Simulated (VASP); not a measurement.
VASP input:

### INCAR
```
SYSTEM = CoP
PREC = Accurate
ENCUT = 400
EDIFF = 1E-6
NELM = 100
ALGO = Normal
LREAL = .FALSE.
LASPH = .TRUE.
ISMEAR = 0
SIGMA = 0.05
GGA = PE
LMAXMIX = 4
ISPIN = 2
MAGMOM = 3.0 3.0 0.0 0.0
LORBIT = 10
LWAVE = .FALSE.
LCHARG = .FALSE.
ISIF = 2
IBRION = 0
NSW = 3
TEBEG = 300
```

File KPOINTS:
```
Automatic mesh
0
Gamma
5 5 3
0 0 0
```

POSCAR:
```
CoP
1
    3.7305440000     0.0000000000     0.0000000000
   -1.8652720000     3.2307460000     0.0000000000
    0.0000000000     0.0000000000     6.1097700000
Co P
2 2
Direct
  0.6666670000   0.3333330000   0.0000000000
  0.3333330000   0.6666670000   0.5000000000
  0.6666670000   0.3333330000   0.6252000000
  0.3333330000   0.6666670000   0.1252000000
```

POTCAR, in this order: Co P (PBE.64 set). Program: vasp_std.

The resulting files:

### standard output
```
 POSCAR found type information on POSCAR CoP
 POSCAR found :  2 types and       4 ions
 Reading from existing POTCAR

 -----------------------------------------------------------------------------
|                                                                             |
|     EEEEEEE  RRRRRR   RRRRRR   OOOOOOO  RRRRRR      ###     ###     ###     |
|     E        R     R  R     R  O     O  R     R     ###     ###     ###     |
|     E        R     R  R     R  O     O  R     R     ###     ###     ###     |
|     EEEEE    RRRRRR   RRRRRR   O     O  RRRRRR       #       #       #      |
|     E        R   R    R   R    O     O  R   R                               |
|     E        R    R   R    R   O     O  R    R      ###     ###     ###     |
|     EEEEEEE  R     R  R     R  OOOOOOO  R     R     ###     ###     ###     |
|                                                                             |
|     Fatal error! IBRION=0, but no entry for POTIM on file INCAR. MUST       |
|     be specified!                                                           |
|                                                                             |
|       ---->  I REFUSE TO CONTINUE WITH THIS SICK JOB ... BYE!!! <----       |
|                                                                             |
 -----------------------------------------------------------------------------
```

Read input and log: which fault does this run have?
(A) EDIFFG is positive, so the stop tests the energy change and not the forces
(B) Methfessel-Paxton smearing was used on a material with a gap
(C) molecular dynamics (IBRION = 0) was asked for without POTIM
(D) one atom is typed twice, on or next to the same site

C, molecular dynamics (IBRION = 0) was asked for without POTIM. VASP stops with an error: Fatal error! IBRION=0, but no entry for POTIM on file INCAR. MUST be specified! ----> I REFUSE TO CONTINUE WITH THIS SICK JOB ... BYE!!! <----

To mend it, set POTIM to the time step in fs (1 to 2 fs suits most solids). The plain static run on this cell (PBE GGA, plane waves, VASP's PBE PAW potentials (set 64)) converges, and its OSZICAR ends with
```
   1 F= -.24726690E+02 E0= -.24724352E+02  d E =-.467492E-02  mag=     0.0005
```

The structure was generated: CoP was put into the wurtzite type (P6_3mc), which need not be its known phase. The cell was not relaxed at this level.
